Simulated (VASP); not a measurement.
All values below come from TPSS meta-GGA, VASP's PBE PAW potentials (set 64) (plane waves; VASP).

The input files of a VASP run:

### INCAR
```
SYSTEM = CuI
PREC = Accurate
ENCUT = 520
EDIFF = 1E-6
NELM = 100
ALGO = Normal
LREAL = .FALSE.
LASPH = .TRUE.
ISMEAR = 0
SIGMA = 0.05
METAGGA = TPSS
LMIXTAU = .TRUE.
LMAXMIX = 4
LWAVE = .FALSE.
LCHARG = .FALSE.
IBRION = 2
ISIF = 3
NSW = 60
EDIFFG = -0.01
```

KPOINTS:
```
Automatic mesh
0
Gamma
7 7 7
0 0 0
```

File POSCAR:
```
CuI
1
    0.0000000000     3.0250000000     3.0250000000
    3.0250000000     0.0000000000     3.0250000000
    3.0250000000     3.0250000000     0.0000000000
Cu I
1 1
Direct
  0.0000000000   0.0000000000   0.0000000000
  0.2500000000   0.2500000000   0.2500000000
```

POTCAR, in this order: Cu I (PBE.64 set). Program: vasp_std.

The resulting files:

**OUTCAR**
```
 ion  position               nearest neighbor table
   1  0.000  0.000  0.000-   2 2.62   2 2.62   2 2.62   2 2.62
   2  0.250  0.250  0.250-   1 2.62   1 2.62   1 2.62   1 2.62
  LATTYP: Found a face centered cubic cell.
 ALAT       =     6.0500000000
 Subroutine PRICEL returns:
 Original cell was already a primitive cell.
 Subroutine GETGRP returns: Found 24 space group operations
The static configuration has the point symmetry T_d .
The dynamic configuration has the point symmetry T_d .
 Subroutine INISYM returns: Found 24 space group operations
 Subroutine IBZKPT returns following result:
 Found     20 irreducible k-points:

 Following reciprocal coordinates:
            Coordinates               Weight
  0.000000  0.000000  0.000000      1.000000
  0.142857  0.000000  0.000000      8.000000
  0.285714  0.000000  0.000000      8.000000
  0.428571  0.000000  0.000000      8.000000
  0.142857  0.142857  0.000000      6.000000
  0.285714  0.142857  0.000000     24.000000
  0.428571  0.142857  0.000000     24.000000
 -0.428571  0.142857  0.000000     24.000000
 -0.285714  0.142857  0.000000     24.000000
...
```

### OSZICAR
```
       N       E                     dE             d eps       ncg     rms          rms(c)
DAV:   1     0.935861472020E+02    0.93586E+02   -0.82525E+03   520   0.150E+03
DAV:   2    -0.140772064260E+02   -0.10766E+03   -0.10109E+03   535   0.272E+02
DAV:   3    -0.213927168309E+02   -0.73155E+01   -0.72119E+01   705   0.837E+01
DAV:   4    -0.216241056513E+02   -0.23139E+00   -0.23126E+00   624   0.134E+01
DAV:   5    -0.216305390151E+02   -0.64334E-02   -0.64331E-02   729   0.222E+00    0.538E+00
DAV:   6    -0.211584235098E+02    0.47212E+00   -0.62968E+00   782   0.552E+01    0.273E+00
DAV:   7    -0.211684015665E+02   -0.99781E-02   -0.79482E-01   565   0.271E+01    0.139E+00
DAV:   8    -0.211703143377E+02   -0.19128E-02   -0.29696E-02   795   0.404E+00    0.672E-01
DAV:   9    -0.211740863124E+02   -0.37720E-02   -0.16375E-02   795   0.225E+00    0.209E-01
DAV:  10    -0.211748591445E+02   -0.77283E-03   -0.40993E-03   735   0.152E+00    0.676E-02
DAV:  11    -0.211691143345E+02    0.57448E-02   -0.65283E-03   680   0.155E+00    0.750E-02
DAV:  12    -0.211755785264E+02   -0.64642E-02   -0.28561E-03   664   0.819E-01    0.622E-02
DAV:  13    -0.211755845641E+02   -0.60377E-05   -0.38988E-04   808   0.544E-01    0.393E-02
DAV:  14    -0.211756168598E+02   -0.32296E-04   -0.47663E-04   565   0.410E-01    0.243E-02
DAV:  15    -0.211756741326E+02   -0.57273E-04   -0.26977E-05   658   0.108E-01    0.222E-02
DAV:  16    -0.211756680192E+02    0.61133E-05   -0.41938E-06   585   0.274E-02    0.132E-02
DAV:  17    -0.211756802179E+02   -0.12199E-04   -0.66824E-06   540   0.451E-02    0.764E-04
DAV:  18    -0.211756808486E+02   -0.63069E-06   -0.24727E-07   450   0.747E-03
   1 F= -.21175681E+02 E0= -.21175681E+02  d E =-.211757E+02
       N       E                     dE             d eps       ncg     rms          rms(c)
DAV:   1    -0.211778349571E+02   -0.21547E-02   -0.38376E-02   520   0.497E+00    0.358E-01
DAV:   2    -0.211765730396E+02    0.12619E-02   -0.21772E-02   520   0.479E+00    0.142E-01
DAV:   3    -0.211758308347E+02    0.74220E-03   -0.47789E-03   520   0.234E+00    0.707E-02
DAV:   4    -0.211757382453E+02    0.92589E-04   -0.36049E-04   724   0.316E-01    0.218E-02
DAV:   5    -0.211757376952E+02    0.55006E-06   -0.13708E-05   581   0.586E-02    0.206E-02
DAV:   6    -0.211757299468E+02    0.77484E-05   -0.46611E-05   610   0.209E-01    0.126E-02
DAV:   7    -0.211757287257E+02    0.12210E-05   -0.51361E-05   550   0.194E-01    0.563E-03
DAV:   8    -0.211757297647E+02   -0.10390E-05   -0.16800E-06   276   0.384E-02    0.284E-03
DAV:   9    -0.211757301058E+02   -0.34108E-06   -0.60546E-07   270   0.195E-02
   2 F= -.21175730E+02 E0= -.21175730E+02  d E =-.492572E-04
```

File OUTCAR:
```
------------------------ aborting loop because EDIFF is reached ----------------------------------------
  FORCE on cell =-STRESS in cart. coord.  units (eV):
  Direction    XX          YY          ZZ          XY          YZ          ZX
  --------------------------------------------------------------------------------------
  Total        0.0007819      0.0007819      0.0007819     -0.0000000     -0.0000000      0.0000000
  in kB        0.0225642      0.0225642      0.0225642     -0.0000000     -0.0000000      0.0000000
  external PRESSURE =       0.0225642 kB  Pullay stress =       0.0000000 kB
  volume of cell :       55.52
      direct lattice vectors                 reciprocal lattice vectors
     0.000000000  3.027868940  3.027868940    -0.165132643  0.165132643  0.165132643
     3.027868940 -0.000000000  3.027868940     0.165132643 -0.165132643  0.165132643
     3.027868940  3.027868940  0.000000000     0.165132643  0.165132643 -0.165132643
  FREE ENERGIE OF THE ION-ELECTRON SYSTEM (eV)
  ---------------------------------------------------
  free  energy   TOTEN  =       -21.1757301058 eV

  energy  without entropy=      -21.1757301058  energy(sigma->0) =      -21.17573011

 reached required accuracy - stopping structural energy minimisation
```
(Selected blocks of OUTCAR.)

File CONTCAR:
```
CuI
   1.00000000000000
     0.0000000000000000    3.0278689402056149    3.0278689402056149
     3.0278689402056149   -0.0000000000000000    3.0278689402056149
     3.0278689402056149    3.0278689402056149    0.0000000000000000
  Cu              I
     1     1
Direct
     0.0000000000000000    0.0000000000000000    0.0000000000000000
     0.2500000000000000    0.2500000000000000    0.2500000000000000
```

The compound is CuI in the zinc blende structure. This run relaxes it. Symmetry was kept, so distortions that lower it aren't found.
